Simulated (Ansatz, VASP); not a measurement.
# OsC6: VASP beside Ansatz

```
Os C
1.0
     0.00000    3.20146    3.20146
     3.20146    0.00000    3.20146
     3.20146    3.20146    0.00000
Os C
1 6
Direct
  0.00000 0.00000 0.00000
  0.32224 0.67776 0.67776
  0.67776 0.32224 0.32224
  0.67776 0.32224 0.67776
  0.32224 0.67776 0.32224
  0.67776 0.67776 0.32224
  0.32224 0.32224 0.67776
```

Alike in both runs: task relaxation of cell and atoms; functional PBE; k mesh 8 × 8 × 8; occupations gaussian, width 0.02 eV; no spin polarisation.

|  | VASP | Ansatz |
| --- | --- | --- |
| version | VASP 6.6.1 | Ansatz 0.2.0 |
| potentials or method | VASP PAW PBE potentials, release 64 (Os, C) | scalar-relativistic, plane waves, PAW |
| plane-wave cutoff (eV) | 600 | 420 |
| valence electrons in the cell | 32 | 40 |

```tsv
	VASP	Ansatz	Ansatz less VASP
gap on the k mesh at the Fermi level, each at its own relaxed structure (eV)	0.96	0.93	-0.034
relaxed volume (Å³/atom)	9.40	9.37	-0.028
relaxed cell length with the largest relative difference (Å)	4.532	4.527	-0.0046
```

The two sets of potentials don't hold the same shells in valence.

Caveats: spin-orbit coupling is left out, which moves the levels of the heavy elements. A k mesh can miss the band edges.
